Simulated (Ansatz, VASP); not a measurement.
# Cross-check of HfO2 between VASP and Ansatz, part 2 of 2

Wanted: the spread between two codes on one cell, functional and k mesh. The cell is taken from a series of runs on this material, whose earlier steps may have relaxed, scaled, displaced or heated it; both programs get it as it stands.

VASP 6.6.1 and Ansatz 0.2.0.

So far: Starting point; Ansatz: single point, PBE; VASP: single point, PBE.

**3. VASP: single point, PBE (continued)**

Level of this step: PBE; plane waves and PAW (Hf_pv, O) (VASP).

Numbers of over 12 decimals in the logs are rounded to 6 here.

From OUTCAR (step 3):

```text
ion  position               nearest neighbor table
   1  0.967  0.733  0.741-  11 2.02   7 2.11   5 2.12   9 2.13   6 2.13  10 2.22   8 2.23   2 3.39
                             2 3.39   4 3.44   4 3.44   3 3.50   3 3.50   4 3.69   4 3.69   3 3.74
   2  0.533  0.733  0.241-  12 2.02   8 2.11   6 2.12  10 2.13   5 2.13   9 2.22   7 2.23   1 3.39
                             1 3.39   3 3.44   3 3.44   4 3.50   4 3.50   3 3.69   3 3.69   4 3.74
   3  0.467  0.267  0.741-   5 2.02  10 2.11  11 2.12   8 2.13  12 2.13   7 2.22   9 2.23   4 3.39
                             4 3.39   2 3.44   2 3.44   1 3.50   1 3.50   2 3.69   2 3.69   1 3.74
   4  0.033  0.267  0.241-   6 2.02   9 2.11  12 2.12   7 2.13  11 2.13   8 2.22  10 2.23   3 3.39
                             3 3.39   1 3.44   1 3.44   2 3.50   2 3.50   1 3.69   1 3.69   2 3.74
   5  0.632  0.929  0.879-   3 2.02   1 2.12   2 2.13
   6  0.868  0.929  0.379-   4 2.02   2 2.12   1 2.13
   7  0.234  0.540  0.492-   1 2.11   4 2.13   3 2.22   2 2.23
   8  0.266  0.540  0.992-   2 2.11   3 2.13   4 2.22   1 2.23
   9  0.766  0.460  0.992-   4 2.11   1 2.13   2 2.22   3 2.23
  10  0.734  0.460  0.492-   3 2.11   2 2.13   1 2.22   4 2.23
  11  0.132  0.071  0.879-   1 2.02   3 2.12   4 2.13
  12  0.368  0.071  0.379-   2 2.02   4 2.12   3 2.13

  LATTYP: Found a simple orthorhombic cell.
 ALAT       =     5.0047636900
 B/A-ratio  =     1.0055789567
 C/A-ratio  =     1.0428990624

 Subroutine GETGRP returns: Found  4 space group operations
 (whereof  1 operations were pure point group operations)

The static configuration has the point symmetry C_1 .
 The point group associated with its full space group is C_2v.

 Found     27 irreducible k-points:

   k-points           NKPTS =     27   k-points in BZ     NKDIM =     27   number of bands    NBANDS=     56

   dimension x,y,z NGX =    42 NGY =   40 NGZ =   40
   dimension x,y,z NGXF=    84 NGYF=   80 NGZF=   80

   ENCUT  =  600.0 eV  44.10 Ry    6.64 a.u.  10.42 10.00 10.05*2*pi/ulx,y,z

   NELECT =      88.0000    total number of electrons

 k-points in reciprocal lattice and weights: Automatic mesh
   0.00000000  0.00000000  0.00000000       0.008
   0.20000000  0.00000000  0.00000000       0.016
   0.40000000  0.00000000  0.00000000       0.016
   0.00000000  0.20000000  0.00000000       0.016
   0.20000000  0.20000000  0.00000000       0.032
   0.40000000  0.20000000  0.00000000       0.032
   0.00000000  0.40000000  0.00000000       0.016
   0.20000000  0.40000000  0.00000000       0.032
   0.40000000  0.40000000  0.00000000       0.032
[...]
0.20000000  0.40000000  0.40000000       0.064
   0.40000000  0.40000000  0.40000000       0.064

 average (electrostatic) potential at core
       1 -37.2900       2 -37.2900       3 -37.2900       4 -37.2900       5 -69.7041
       6 -69.7041       7 -70.1406       8 -70.1406       9 -70.1406      10 -70.1406
      11 -69.7041      12 -69.7041

 E-fermi :   5.8488

 k-point     1 :       0.0000    0.0000    0.0000
  band No.  band energies     occupation
    ...
     40       2.6459      2.00000
     41       2.9163      2.00000
     42       3.4115      2.00000
     43       3.5293      2.00000
     44       3.6218      2.00000
     45       8.5776      0.00000
     46       8.8276      0.00000
     47       8.9369      0.00000
     48       9.3673      0.00000
     49       9.4752      0.00000
    ...

 k-point     2 :       0.2000    0.0000    0.0000
  band No.  band energies     occupation
    ...
     40       2.7858      2.00000
     41       2.9756      2.00000
     42       3.1536      2.00000
     43       3.3514      2.00000
     44       3.4266      2.00000
     45       8.6462      0.00000
     46       8.8352      0.00000
     47       9.0333      0.00000
     48       9.3243      0.00000
     49       9.4738      0.00000
    ...

 k-point     3 :       0.4000    0.0000    0.0000
  band No.  band energies     occupation
    ...
     40       2.9038      2.00000
     41       2.9056      2.00000
     42       3.0307      2.00000
     43       3.1823      2.00000
     44       3.2487      2.00000
     45       8.7851      0.00000
     46       8.8551      0.00000
     47       9.2137      0.00000
     48       9.3002      0.00000
     49       9.3005      0.00000
    ...

  Total        4.9882088      5.1410472      4.8643188      0.0000000      0.0000000      0.0000000
  in kB       60.7919435     62.6546045     59.2820796      0.0000000      0.0000000      0.0000000
  external PRESSURE =      60.9095426 kB  Pullay stress =       0.0000000 kB

  energy-cutoff  :      600.00
  volume of cell :      131.46
      direct lattice vectors                 reciprocal lattice vectors
     5.219463360  0.000000000  0.000000000     0.191590578  0.000000000  0.000000000
     0.000000000  5.004763690  0.000000000     0.000000000  0.199809634  0.000000000
     0.000000000  0.000000000  5.032685050     0.000000000  0.000000000  0.198701089

 POSITION                                       TOTAL-FORCE (eV/Angst)
 -----------------------------------------------------------------------------------
      5.04719      3.66609      3.73144         0.006229     -0.026001      0.046981
      2.78201      3.66609      1.21509        -0.006229     -0.026001      0.046981
      2.43746      1.33867      3.73144         0.006229      0.026001      0.046981
      0.17227      1.33867      1.21509        -0.006229      0.026001      0.046981
      3.29937      4.64765      4.42508        -0.005442     -0.024646      0.005235
      4.52983      4.64765      1.90873         0.005442     -0.024646      0.005235
      1.22109      2.70199      2.47755         0.019975      0.038981     -0.052215
      1.38865      2.70199      4.99390        -0.019975      0.038981     -0.052215
      3.99838      2.30278      4.99390        -0.019975     -0.038981     -0.052215
      3.83082      2.30278      2.47755         0.019975     -0.038981     -0.052215
      0.68963      0.35711      4.42508        -0.005442      0.024646      0.005235
      1.92010      0.35711      1.90873         0.005442      0.024646      0.005235
 -----------------------------------------------------------------------------------
    total drift:                                0.000000     -0.000000     -0.000887

  FREE ENERGIE OF THE ION-ELECTRON SYSTEM (eV)
  ---------------------------------------------------
  free  energy   TOTEN  =      -121.6840259891 eV

  energy  without entropy=     -121.6840259891  energy(sigma->0) =     -121.68402599

 total charge
# of ion       s       p       d       tot
------------------------------------------
    1        0.317   6.636   1.480   8.433
    2        0.317   6.636   1.480   8.433
    3        0.317   6.636   1.480   8.433
    4        0.317   6.636   1.480   8.433
    5        1.559   3.555   0.000   5.114
    6        1.559   3.555   0.000   5.114
    7        1.557   3.569   0.000   5.126
    8        1.557   3.569   0.000   5.126
    9        1.557   3.569   0.000   5.126
   10        1.557   3.569   0.000   5.126
   11        1.559   3.555   0.000   5.114
   12        1.559   3.555   0.000   5.114
--------------------------------------------------
tot         13.729  55.044   5.922  74.695

[... 3 further parts left out ...]
```

Harder data sets than Hf_pv exist (the GW ones), and pressures, volumes and forces can shift noticeably with them.

**4. Comparison**

Known differences besides the potentials themselves: the data sets hold 152 valence electrons in Ansatz (on its default PAW (the set named soft_2) files) and 88 in VASP; the cutoff is 420 eV in Ansatz and 600 eV in VASP. Total energies have different zeros and are not compared.

Compared:

```
              quantity  Ansatz   VASP  difference
        pressure (GPa)    9.76   6.09       +3.67
gap on the k mesh (eV)   4.498  4.454      +0.044
```

Forces on 7 of the 12 atoms, those with the largest forces and the largest differences (eV/Å; atoms numbered as in POSCAR):

| atom | Ansatz x, y, z | VASP x, y, z |
| --- | --- | --- |
| Hf1 | 0.052, -0.027, 0.090 | 0.006, -0.026, 0.047 |
| Hf2 | -0.052, -0.027, 0.090 | -0.006, -0.026, 0.047 |
| Hf3 | 0.052, 0.027, 0.090 | 0.006, 0.026, 0.047 |
| O7 | 0.034, 0.079, -0.078 | 0.020, 0.039, -0.052 |
| O8 | -0.034, 0.079, -0.078 | -0.020, 0.039, -0.052 |
| O9 | -0.034, -0.079, -0.078 | -0.020, -0.039, -0.052 |
| O10 | 0.034, -0.079, -0.078 | 0.020, -0.039, -0.052 |

The forces differ by 29 meV/Å r.m.s., which is 94.8 % of the r.m.s. force of 0.030 eV/Å (both taken over all components). A gap on the mesh is an upper bound, since the band edges may lie between its points; neither run holds spin-orbit coupling, which can move the band edges of a compound of Hf.

**5. Further runs**

Further runs change the set-up of one program: Ansatz's method, potentials or start, or VASP's data sets, cutoff or form of LDA. The table gives Ansatz less VASP for each quantity, since a change that brings one quantity closer may part another.

```
                                run  r.m.s. force difference (meV/Å)  pressure (GPa)  gap on the k mesh (eV)
                           as above                               29             3.7                   0.044
VASP with the data sets Hf_sv and O                               25             2.5                   0.046
```

**6. What came out**

```
r.m.s. force difference (single point, PBE)         : 29 meV/Å
difference in pressure (single point, PBE)          : 3.7 GPa
difference in gap on the k mesh (single point, PBE) : 0.044 eV
```

In words: The difference in pressure is 3.7 GPa (single point, PBE), beyond the 1 GPa picked in this series as the mark of a large difference. The data sets hold unlike numbers of valence electrons (152 in Ansatz and 88 in VASP), so part of the differences comes from the potentials. By the marks of this series, far apart in the single point, PBE pair: the r.m.s. force difference, 29 meV/Å and the difference in pressure, 3.7 GPa. Single point, PBE, VASP with the data sets Hf_sv and O: the difference in pressure goes from 3.7 to 2.5 GPa. How closely two codes agree says nothing of how well the functional describes the real material.

[Lines on the potential files, build, host, timing and source positions are cut from VASP's logs without a mark.]

[Logs are printed without paths, hosts, clocks, repeated set-up lines and the standing remarks that a program may print on its own settings, such as how far it seeks lower states.]

[Hosts, paths, dates, database ids (printed as entryN), source tags and the programs' standing remarks are cut or masked in the printed files.]
